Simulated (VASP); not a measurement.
```xyz
2
Lattice="0.0000 3.1515 3.1515 3.1515 0.0000 3.1515 3.1515 3.1515 0.0000" Properties=species:S:1:pos:R:3 pbc="T T T"
Sn     0.0000     0.0000     0.0000
Te     3.1515     3.1515     3.1515
```

All values below come from PBE GGA with D4 dispersion, VASP's PBE PAW potentials (set 64) (plane waves; VASP 6.6.1). Settings: 520 eV cut-off, Gaussian smearing of 0.050 eV, potentials Sn_d Te.

Unless said otherwise, spin-orbit coupling is left out, though it shifts the bands of the heavy elements here.

**Question.** Give the energies of bands 7 to 13 at the high-symmetry points, in eV from the valence-band maximum.

**Answer.** 
```tsv
band	Γ	X	U	L	W
7	-4.69	-6.48	-7.44	-8.35	-7.38
8	-2.15	-5.59	-5.19	-1.82	-4.84
9	-2.15	-3.75	-3.26	-1.82	-4.84
10	-2.15	-3.75	-2.72	0.00	-0.83
11	3.34	2.16	3.01	0.09	0.83
12	3.34	4.91	3.07	0.35	4.61
13	3.34	4.91	4.18	0.35	4.61
```

The gap is indirect, 0.08 eV, from the valence maximum at L to the conduction minimum at L-W at 0.07.

The compound is SnTe in the rock salt structure, which distorts at low temperature. It was relaxed first.
